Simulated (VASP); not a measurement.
Sn2H3Br:

```
CELL_PARAMETERS angstrom
3.17123 -4.83588 0.00000
3.17123 4.83588 0.00000
0.00000 0.00000 3.15663
ATOMIC_POSITIONS crystal
Sn 0.21563 0.78437 0.00000
Sn 0.78437 0.21563 0.00000
H 0.00000 0.00000 0.00000
H 0.50000 0.00000 0.50000
H 0.00000 0.50000 0.50000
Br 0.50000 0.50000 0.00000
```

The cell was built by a generator and needn't be a form met in nature.

| Quantity | Value |
| --- | --- |
| Program | VASP 6.6.1 |
| Task | relaxation of cell and atoms |
| Functional | PBE |
| Potentials or basis | VASP PAW PBE potentials, release 64 (Sn_d, H, Br) |
| Cutoff | 520 eV |
| k mesh | 3 × 3 × 4 |
| Occupations | gaussian, width 0.15 eV |
| Spin | no spin polarisation |

At the start: pressure 7.6 GPa; volume 16.14 Å³/atom.

Problem. Where does the relaxation end?

Solution. Over 14 steps the energy falls by 99.8 meV/atom and the volume is 17.74 Å³/atom (+9.9 %); space group Cmmm (No. 65, to 0.05 Å).

Step by step:
| step | energy change (eV) | largest force (eV/Å) | pressure (GPa) | volume (Å³) |
| --- | --- | --- | --- | --- |
| 1 | 0.0000 | 0.8273 | 7.59 | 96.82 |
| 2 | -0.4303 | 0.2964 | 0.37 | 107.83 |
| 3 | -0.4677 | 0.1890 | -0.68 | 111.22 |
| 4 | -0.4394 | 0.0041 | -2.69 | 118.16 |
| 5 | -0.4729 | 0.2019 | -1.47 | 113.30 |
| 6 | -0.5326 | 0.1249 | -1.06 | 111.51 |
| 7 | -0.5550 | 0.1729 | 0.00 | 107.54 |
| 8 | -0.5645 | 0.2341 | 0.26 | 108.94 |
| 9 | -0.5629 | 0.2179 | -0.43 | 109.48 |
| 10 | -0.5642 | 0.1544 | -0.28 | 109.16 |
| 11 | -0.5845 | 0.1839 | -0.40 | 108.05 |
| 12 | -0.5883 | 0.2460 | -0.06 | 106.84 |
| 13 | -0.5890 | 0.2892 | 0.02 | 107.10 |
| 14 | -0.5988 | 0.0316 | 0.17 | 106.43 |

Final structure:
```
Sn H Br
1.0
     2.99416   -5.02254    0.00000
     2.99416    5.02254    0.00000
     0.00000    0.00000    3.53859
Sn H Br
2 3 1
Cartesian
  2.9942 3.0093 3.5386
  2.9942 -3.0093 0.0000
  0.0000 0.0000 0.0000
  1.4971 -2.5113 1.7693
  1.4971 2.5113 1.7693
  2.9942 0.0000 0.0000
```

Caveat: the k mesh is coarse (spacing up to 0.50 Å⁻¹), so the values aren't converged.
